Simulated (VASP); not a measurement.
# Li3ZrN2 (Ibam) in VASP: relaxation of cell and atoms with PBE

Aim: the relaxation of cell and atoms of Li3ZrN2 with PBE.

Program: VASP 6.6.1. These are calculated values, not measurements. Logs are shortened: lines on timing, memory, paths and dates and some standing lists are left out, and cuts for length are marked.

## Step 1: Starting point

It takes space group Ibam (No. 72, orthorhombic). Conventional cell: a = 5.206 Å, b = 10.254 Å, c = 5.280 Å, α = 90.00°, β = 90.00°, γ = 90.00°. Li (site symmetry 2) is surrounded by 4 N at 2.19 to 2.43 Å and 1 Li at 2.33 Å. Li (site symmetry 222) has 4 N at 2.22 Å and 2 Li at 2.33 Å as nearest neighbours. Around Zr (site symmetry 222) lie 4 N at 2.19 Å. N (site symmetry m) is surrounded by 2 Zr at 2.19 Å and 6 Li at 2.19 to 2.43 Å.

The cell was built by a generator and needn't be a form met in nature.

## Step 2: Relaxation of cell and atoms, PBE

The input, INCAR:

```
ALGO = Normal
EDIFF = 1E-6
EDIFFG = -0.01
ENCUT = 520
GGA = PE
IBRION = 2
ISIF = 3
ISMEAR = 0
KPAR = 4
LASPH = True
LCHARG = False
LREAL = False
LWAVE = False
NELM = 120
NSW = 90
PREC = Accurate
SIGMA = 0.1
```

The input, KPOINTS:

```
k-points
0
Gamma
  8 8 8
```

The input, POSCAR:

```
Li3ZrN2
1.0
   -2.6030000000      5.1270000000      2.6400000000
    2.6030000000     -5.1270000000      2.6400000000
    2.6030000000      5.1270000000     -2.6400000000
Li Zr N
6 2 4
Direct
    0.4777160100      0.7500000000      0.7277160100
    0.9777160100      0.2500000000      0.7277160100
    0.0222839900      0.7500000000      0.2722839900
    0.5222839900      0.2500000000      0.2722839900
    0.2500000000      0.7500000000      0.5000000000
    0.7500000000      0.2500000000      0.5000000000
    0.7500000000      0.7500000000      0.0000000000
    0.2500000000      0.2500000000      0.0000000000
    0.6165398900      0.2558586200      0.8723985100
    0.1165398900      0.2441413800      0.3606812600
    0.8834601100      0.7558586200      0.6393187400
    0.3834601100      0.7441413800      0.1276014900
```

Potentials or basis: VASP PAW PBE potentials, release 64 (Li_sv, Zr_sv, N).

Command:

```sh
$ cat potpaw_PBE.64/Li_sv/POTCAR potpaw_PBE.64/Zr_sv/POTCAR potpaw_PBE.64/N/POTCAR > POTCAR
$ mpirun -np 4 vasp_std > vasp.out
```

OUTCAR:

```text
EDIFF = 1E-6
   EDIFFG = -0.01
   ENCUT = 520
   GGA = PE
   IBRION = 2
   ISIF = 3
   ISMEAR = 0
   LASPH = True
   LREAL = False
   NELM = 120
   NSW = 90
   PREC = Accurate

 ion  position               nearest neighbor table
   1  0.478  0.750  0.728-   5 2.33   7 2.79
   2  0.978  0.250  0.728-   6 2.33   8 2.79
   3  0.022  0.750  0.272-   5 2.33   7 2.79
   4  0.522  0.250  0.272-   6 2.33   8 2.79
   5  0.250  0.750  0.500-   1 2.33   3 2.33   8 2.60   8 2.60
   6  0.750  0.250  0.500-   2 2.33   4 2.33   7 2.60   7 2.60
   7  0.750  0.750  0.000-  11 2.19  10 2.19   9 2.19  12 2.19   6 2.60   6 2.60   8 2.64   8 2.64
                             1 2.79   3 2.79
   8  0.250  0.250  0.000-  10 2.19  11 2.19   9 2.19  12 2.19   5 2.60   5 2.60   7 2.64   7 2.64
                             2 2.79   4 2.79
   9  0.617  0.256  0.872-   7 2.19   8 2.19
  10  0.117  0.244  0.361-   8 2.19   7 2.19
  11  0.883  0.756  0.639-   7 2.19   8 2.19
  12  0.383  0.744  0.128-   7 2.19   8 2.19

  LATTYP: Found a body centered orthorhombic cell.
 ALAT       =     5.2060000000
 B/A-ratio  =     1.0142143680
 C/A-ratio  =     1.9696504034

  Lattice vectors:

 A1 = (  -2.6030000000,   5.1270000000,  -2.6400000000)
 A2 = (   2.6030000000,   5.1270000000,   2.6400000000)
 A3 = (   2.6030000000,  -5.1270000000,  -2.6400000000)

Analysis of symmetry for initial positions (statically):
=====================================================================
 Subroutine PRICEL returns:
 Original cell was already a primitive cell.

 Routine SETGRP: Setting up the symmetry group for a
 body centered orthorhombic supercell.

 Subroutine GETGRP returns: Found  8 space group operations
 (whereof  4 operations were pure point group operations)
 out of a pool of  8 trial point group operations.

The static configuration has the point symmetry C_2h.
 The point group associated with its full space group is D_2h.

Analysis of symmetry for dynamics (positions and initial velocities):
=====================================================================
 Subroutine PRICEL returns:
 Original cell was already a primitive cell.

 Routine SETGRP: Setting up the symmetry group for a
 body centered orthorhombic supercell.

 Subroutine GETGRP returns: Found  8 space group operations
 (whereof  4 operations were pure point group operations)
 out of a pool of  8 trial point group operations.

The dynamic configuration has the point symmetry C_2h.
 The point group associated with its full space group is D_2h.

 Subroutine INISYM returns: Found  8 space group operations
 (whereof  4 operations are pure point group operations),
 and found     1 'primitive' translations

----------------------------------------------------------------------------------------

                                     Primitive cell

  volume of cell :     140.9293

  direct lattice vectors                    reciprocal lattice vectors
    -2.603000000  5.127000000  2.640000000     0.000000000  0.097522918  0.189393939
     2.603000000 -5.127000000  2.640000000     0.192086055  0.000000000  0.189393939
     2.603000000  5.127000000 -2.640000000     0.192086055  0.097522918  0.000000000

  length of vectors
     6.327032322  6.327032322  6.327032322     0.213027660  0.269753807  0.215424632

  position of ions in fractional coordinates (direct lattice)
     0.477716010  0.750000000  0.727716010
     0.977716010  0.250000000  0.727716010
     0.022283990  0.750000000  0.272283990
     0.522283990  0.250000000  0.272283990
     0.250000000  0.750000000  0.500000000
     0.750000000  0.250000000  0.500000000
     0.750000000  0.750000000  0.000000000
     0.250000000  0.250000000  0.000000000
     0.616539890  0.255858620  0.872398510
     0.116539890  0.244141380  0.360681260
     0.883460110  0.755858620  0.639318740
     0.383460110  0.744141380  0.127601490

  ion indices of the primitive-cell ions
   primitive index   ion index
                 1           1
                 2           2
                 3           3
                 4           4
                 5           5
                 6           6
                 7           7
                 8           8
                 9           9
                10          10
                11          11
                12          12

----------------------------------------------------------------------------------------

 KPOINTS: k-points

Automatic generation of k-mesh.
 Grid dimensions read from file:
 generate k-points for:    8    8    8

 Generating k-lattice:

  Cartesian coordinates                     Fractional coordinates (reciprocal lattice)
     0.000000000  0.012190365  0.023674242     0.125000000  0.000000000  0.000000000
     0.024010757  0.000000000  0.023674242     0.000000000  0.125000000 -0.000000000
     0.024010757  0.012190365  0.000000000     0.000000000 -0.000000000  0.125000000

  Length of vectors
     0.026628457  0.033719226  0.026928079

  Shift w.r.t. Gamma in fractional coordinates (k-lattice)
     0.000000000  0.000000000  0.000000000

 Subroutine IBZKPT returns following result:
 ===========================================

 Found     95 irreducible k-points:

 Following reciprocal coordinates:
            Coordinates               Weight
  0.000000  0.000000  0.000000      1.000000
  0.125000  0.000000  0.000000      4.000000
  0.250000  0.000000  0.000000      4.000000
  0.375000 -0.000000  0.000000      4.000000
  0.500000  0.000000  0.000000      2.000000
  0.000000  0.125000  0.000000      4.000000
[... 16 lines left out ...]
  0.125000  0.375000  0.000000      8.000000
  0.250000  0.375000  0.000000      8.000000
 [... further k-points ...]
   k-points           NKPTS =     95   k-points in BZ     NKDIM =     95   number of bands    NBANDS=     38
   number of dos      NEDOS =    301   number of ions     NIONS =     12
   total plane-waves  NPLWV = 110592
   dimension x,y,z NGX =    48 NGY =   48 NGZ =   48
   dimension x,y,z NGXF=    96 NGYF=   96 NGZF=   96
   ions per type =               6   2   4
   NGX,Y,Z   is equivalent  to a cutoff of  12.61, 12.61, 12.61 a.u.
   NGXF,Y,Z  is equivalent  to a cutoff of  25.22, 25.22, 25.22 a.u.
 SYSTEM =  unknown system
   PREC   = accura    normal or accurate (medium, high low for compatibility)
   ISTART =      0    job   : 0-new  1-cont  2-samecut
   ICHARG =      2    charge: 1-file 2-atom 10-const
   ISPIN  =      1    spin polarized calculation?
   LNONCOLLINEAR =      F non collinear calculations
   LSORBIT =      F    spin-orbit coupling
   LASPH  =      T    aspherical Exc in radial PAW
   ENCUT  =  520.0 eV  38.22 Ry    6.18 a.u.  11.76 11.76 11.76*2*pi/ulx,y,z
   NELM   =    120;   NELMIN=  2; NELMDL= -5     # of ELM steps
   EDIFF  = 0.1E-05   stopping-criterion for ELM
   LREAL  =      F    real-space projection
   EDIFFG = -.1E-01   stopping-criterion for IOM
   NSW    =     90    number of steps for IOM
   IBRION =      2    ionic relax: 0-MD 1-quasi-New 2-CG
   NFREE  =      1    steps in history (QN), initial steepest desc. (CG)
   ISIF   =      3    stress and relaxation
   ISYM   =      2    0-nonsym 1-usesym 2-fastsym
   POTIM  = 0.5000    time-step for ionic-motion
   TEBEG  =    0.0;   TEEND  =   0.0 temperature during run
   PSTRESS=    0.0 pullay stress
   NELECT =      62.0000    total number of electrons
   NUPDOWN=      -1.0000    fix difference up-down
   EMIN   =  10.00;   EMAX   =-10.00  energy-range for DOS
   EFERMI =   0.00;   METHOD = LEGACY
   ISMEAR =     0;   SIGMA  =   0.10  broadening in eV -4-tet -1-fermi 0-gaus
   EFERMI_NEDOS =   21; number of points for ismear=-14 and -15
   IALGO  =     38    algorithm
   IMIX   =      4    mixing-type and parameters
     AMIX     =   0.40;   BMIX     =  1.00
     AMIX_MAG =   1.60;   BMIX_MAG =  1.00
  volume/ion in A,a.u.               =      11.74        79.25
  Fermi-wavevector in a.u.,A,eV,Ry     =   1.245102  2.352902 21.092826  1.550279
  Thomas-Fermi vector in A             =   2.379339
   LORBIT       =      0    0 simple, 1 ext, 2 COOP (PROOUT), +10 PAW based schemes
   GGA     = PE    functional components
   LHFCALC =     F    Hartree Fock is set to
   AEXX    =    0.0000 exact exchange contribution
   IVDW    =     0    specifies the selected vdW correction
   LEPSILON=     F    determine dielectric tensor
   LRPA    =     F    only Hartree local field effects (RPA)
 conjugate gradient relaxation of ions
 non-spin polarized calculation
 Gauss-broadening in eV      SIGMA  =   0.10
  energy-cutoff  :      520.00
  volume of cell :      140.93
 maximum number of plane-waves:      3818
   NGX = 23   NGY = 23   NGZ = 23

--------------------------------------- Ionic step        1  -------------------------------------------

 number of electron      61.9999998 magnetization

 Free energy of the ion-electron system (eV)
  ---------------------------------------------------
  ext. energy  EPLUGINS =         0.00000000
  ---------------------------------------------------
  free energy    TOTEN  =       -68.97621983 eV

  energy without entropy =      -68.94976635  energy(sigma->0) =      -68.96299309

------------------------ aborting loop because EDIFF is reached ----------------------------------------

  FORCE on cell =-STRESS in cart. coord.  units (eV):
  Direction    XX          YY          ZZ          XY          YZ          ZX
  --------------------------------------------------------------------------------------
  -------------------------------------------------------------------------------------
  Total       -0.0780868      0.1585621      0.6195658      0.0000000      0.0000000      0.0000000
  in kB       -0.8877419      1.8026387      7.0436308      0.0000000      0.0000000      0.0000000
  external PRESSURE =       2.6528425 kB  Pullay stress =       0.0000000 kB
[... 353 lines left out ...]
  energy  without entropy=      -68.9611388929  energy(sigma->0) =      -68.97368716

--------------------------------------- Ionic step        9  -------------------------------------------

 number of electron      62.0000010 magnetization

 Free energy of the ion-electron system (eV)
  ---------------------------------------------------
  ext. energy  EPLUGINS =         0.00000000
  ---------------------------------------------------
  free energy    TOTEN  =       -68.98654190 eV

  energy without entropy =      -68.96133753  energy(sigma->0) =      -68.97393971

 E-fermi :   6.0203     XC(G=0):  -9.8485

 val. band max:        6.0177442476   @ k =   0.3750  -0.2500   0.2500
 cond. band min:       6.0215538463   @ k =  -0.3750   0.5000   0.1250
 fundamental gap:      0.0038095987
 Fermi energy:         6.0203217557

 k-point     1 :       0.0000    0.0000    0.0000
  band No.  band energies     occupation
      1     -43.3554      2.00000
      2     -42.9861      2.00000
      3     -40.8425      2.00000
      4     -40.8039      2.00000
      5     -40.8034      2.00000
      6     -40.7891      2.00000
[... 973 lines left out ...]
     37       8.6272      0.00000
     38       8.9663      0.00000

 [... further k-points ...]
[... 5 lines left out ...]
  --------------------------------------------------------------------------------------
  -------------------------------------------------------------------------------------
  Total       -0.1076631     -0.0423627     -0.0177902      0.0000000      0.0000000      0.0000000
  in kB       -1.2103566     -0.4762441     -0.1999987      0.0000000      0.0000000      0.0000000
  external PRESSURE =      -0.6288665 kB  Pullay stress =       0.0000000 kB
[... 27 lines left out ...]
  FREE ENERGIE OF THE ION-ELECTRON SYSTEM (eV)
  ---------------------------------------------------
  free  energy   TOTEN  =       -68.9865418973 eV

  energy  without entropy=      -68.9613375309  energy(sigma->0) =      -68.97393971

 reached required accuracy - stopping structural energy minimisation
```

Wall time 9.1 min (4 MPI ranks of AMD EPYC 9R45 (Zen 5), shared host); peak memory 0.62 GiB.

These settings aren't checked as converged: the numbers below hold their error.

What came out:

* Free energy: -68.9865 eV
* Relaxed volume: 11.88 Å³/atom
* Relaxed cell: a = 6.348 Å, b = 6.348 Å, c = 6.348 Å, α = 131.55°, β = 71.81°, γ = 130.46°
* Space group after relaxing (to 0.05 Å): Ibam (No. 72)
* Energy gained by relaxing: 0.9 meV/atom
* Ionic steps: 9
* Largest force after relaxing: 0.008 eV/Å
* Band gap on the k mesh: none (metal or under the smearing width)

Caveat: the cutoff is under 1.25 times the usual one of these potentials, so pressure, stress and relaxed cells hold a basis-set (Pulay) error.
